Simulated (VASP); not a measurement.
```
WC
1.0
    1.45410    -2.51857     0.00000
    1.45410     2.51857     0.00000
    0.00000     0.00000     2.83825
W C
1 1
Direct
  0.00000   0.00000   0.00000
  0.33333   0.66667   0.50000
```

All values below come from vdW-DF-cx, VASP's PBE PAW potentials (set 64) (plane waves; VASP). Settings: 520 eV cut-off, Gaussian smearing of 0.050 eV, potentials W_sv C.

Unless said otherwise, spin-orbit coupling is left out, though it shifts the bands of the heavy elements here.

### Question
Estimate the band gap (along the path) with the smallest direct gap where there is one.

### Answer

- band gap (along the path) = none (metal, semimetal or under 0.01 eV)

Only differences to runs with the same potentials and settings are physical.

The compound is WC in the wc structure. It was relaxed first.
